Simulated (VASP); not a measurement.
Crystal: SnO (Romarchite).

```
Sn O
1.0
     3.83538    0.00000    0.00000
     0.00000    3.83538    0.00000
     0.00000    0.00000    4.72805
Sn O
2 2
Direct
  0.50000 0.00000 0.24596
  0.00000 0.50000 0.75404
  0.00000 0.00000 0.00000
  0.50000 0.50000 0.00000
```

Base run:

| Quantity | Value |
| --- | --- |
| Program | VASP 6.6.1 |
| Functional | PBE0 |
| Potentials or basis | VASP PAW PBE potentials, release 64 (Sn_d, O) |
| Cutoff | 520 eV |
| k mesh | 4 × 4 × 4 |
| Occupations | gaussian, width 0.03 eV |
| Spin | no spin polarisation |

Its results: band gap on the k mesh 0.88 eV, indirect (least direct gap 3.16 eV); pressure -2.3 GPa; largest force 0.673 eV/Å.

Task: The run is repeated on the same cell with these changes: functional from PBE0 to HSE06. What comes out?

Result: Band gap on the k mesh 0.27 eV, indirect (least direct gap 2.50 eV); pressure -2.2 GPa; largest force 0.660 eV/Å.

Caveats: the PAW data sets were made with another functional, which shifts forces and pressure a little; spin-orbit coupling is left out, which moves the levels of the heavy elements.
